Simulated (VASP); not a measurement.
Level of theory: optB88-vdW, VASP's PBE PAW potentials (set 64) (plane waves; VASP 6.6.1).

VASP input:

File KPOINTS:
```
kpoints
0
gamma
13 13 6
0 0 0
```

### INCAR
```
SYSTEM = Cd
PREC = Accurate
ENCUT = 400
EDIFF = 1E-6
NELM = 100
ALGO = Normal
LREAL = .FALSE.
LASPH = .TRUE.
ISMEAR = 1
SIGMA = 0.1
GGA = BO
LMAXMIX = 4
LWAVE = .FALSE.
LCHARG = .FALSE.
ISIF = 2
PARAM1 = 0.1833333333
PARAM2 = 0.22
LUSE_VDW = .TRUE.
AGGAC = 0.0
```

File POSCAR:
```
Cd
2.9859690
  0.5063867039  -0.8623066750   0.0000000000
  0.5063867039   0.8623066750   0.0000000000
  0.0000000000   0.0000000000   1.9156314081
Cd
2
Cartesian
  0.5063867039   0.2874361332   0.4789078520
  0.5162845385  -0.2874361332   1.4367235561
```

POTCAR, in this order: Cd (PBE.64 set). Program: vasp_std.

Output of the run:

### OSZICAR
```
       N       E                     dE             d eps       ncg     rms          rms(c)
DAV:   1     0.148407813986E+03    0.14841E+03   -0.11688E+04 10928   0.123E+03
DAV:   2     0.779309775439E+01   -0.14061E+03   -0.13820E+03 11304   0.341E+02
DAV:   3     0.493477119666E+01   -0.28583E+01   -0.28517E+01 13544   0.579E+01
DAV:   4     0.493152533560E+01   -0.32459E-02   -0.32458E-02 12520   0.168E+00
DAV:   5     0.493151546902E+01   -0.98666E-05   -0.98667E-05 13416   0.860E-02    0.413E+00
DAV:   6     0.502568553626E+01    0.94170E-01   -0.25725E-01 11336   0.639E+00    0.329E+00
DAV:   7     0.503385131808E+01    0.81658E-02   -0.26642E-02 11712   0.159E+00    0.152E+00
DAV:   8     0.503439999218E+01    0.54867E-03   -0.32522E-03 11664   0.811E-01    0.822E-02
DAV:   9     0.503435041508E+01   -0.49577E-04   -0.34854E-05 13864   0.663E-02    0.291E-02
DAV:  10     0.503430951224E+01   -0.40903E-04   -0.51277E-05 11648   0.704E-02    0.277E-03
DAV:  11     0.503430959080E+01    0.78563E-07   -0.52833E-08  8432   0.260E-03
   1 F= 0.50343096E+01 E0= 0.50346595E+01  d E =-.104983E-02
```

### OUTCAR
```
------------------------ aborting loop because EDIFF is reached ----------------------------------------
  FORCE on cell =-STRESS in cart. coord.  units (eV):
  Direction    XX          YY          ZZ          XY          YZ          ZX
  --------------------------------------------------------------------------------------
  Total        0.0106022      0.3334270     -0.1452255      0.0315599      0.0000000      0.0000000
  in kB        0.3813857     11.9941501     -5.2241023      1.1352819      0.0000000      0.0000000
  external PRESSURE =       2.3838112 kB  Pullay stress =       0.0000000 kB
  volume of cell :       44.54
      direct lattice vectors                 reciprocal lattice vectors
     1.512055000 -2.574821000  0.000000000     0.330675802 -0.194188256  0.000000000
     1.512055000  2.574821000  0.000000000     0.330675802  0.194188256  0.000000000
     0.000000000  0.000000000  5.720016000     0.000000000  0.000000000  0.174824686
 POSITION                                       TOTAL-FORCE (eV/Angst)
 -----------------------------------------------------------------------------------
      1.51205      0.85828      1.43000         0.003461     -0.009966      0.000000
      1.54161     -0.85828      4.29001        -0.003461      0.009966      0.000000
 -----------------------------------------------------------------------------------
    total drift:                                0.000012      0.000046     -0.000000
  FREE ENERGIE OF THE ION-ELECTRON SYSTEM (eV)
  ---------------------------------------------------
  free  energy   TOTEN  =         5.0343095908 eV

  energy  without entropy=        5.0353594224  energy(sigma->0) =        5.03465953
```
(Selected blocks of OUTCAR.)

The compound is Cd in the hcp structure. The cell was not relaxed at this level, atoms are displaced from their ideal sites. The run is one of a series of settings (AGGAC = 0.0, GGA = BO, LUSE_VDW = .TRUE., PARAM1 = 0.1833333333, PARAM2 = 0.22 against the base run), some of them coarse on purpose.
